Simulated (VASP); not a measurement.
```yaml
crystal:
  lattice:
    - [3.07328, 0.00000, 0.00000]
    - [-1.53664, 2.66154, 0.00000]
    - [0.00000, 0.00000, 4.90971]
  atoms:
    - { symbol: N, position: [0.00000, 0.00000, 0.00000] }
    - { symbol: Ta, position: [0.33333, 0.66667, 0.25797] }
    - { symbol: Ta, position: [0.66667, 0.33333, 0.74203] }
```

Level of theory: r2SCAN meta-GGA, VASP's PBE PAW potentials (set 64) (plane waves; VASP). Settings: 520 eV cut-off, 13×13×7 Γ-centred mesh, tetrahedra with Blöchl corrections, potentials N Ta_pv.

Question: Give the energies of bands 9 to 16 at the high-symmetry points, in eV from the Fermi level.

Answer: 
```tsv
band	Γ	M	K	A	L	H
9	-6.26	-7.05	-7.76	-6.45	-7.19	-8.10
10	-6.26	-6.66	-6.66	-6.45	-6.39	-6.82
11	-5.49	-4.85	-3.61	-3.36	-3.51	-2.86
12	-0.84	-2.93	-2.95	-2.99	-2.48	-2.21
13	-0.23	-1.55	-2.95	-1.04	-2.28	-2.21
14	-0.23	1.51	1.40	-1.04	-0.65	0.81
15	0.06	2.15	1.40	1.74	0.70	1.02
16	0.54	4.16	2.95	2.39	3.75	1.02
```

It has no gap at this level: it comes out as a metal or semimetal.

The structure was generated: Ta2N was put into the CdI2 type (P-3m1), which need not be its known phase. It was relaxed first, which changed the volume by +19 %. The electron count is odd and the run is not spin-polarised, which forces a metal.
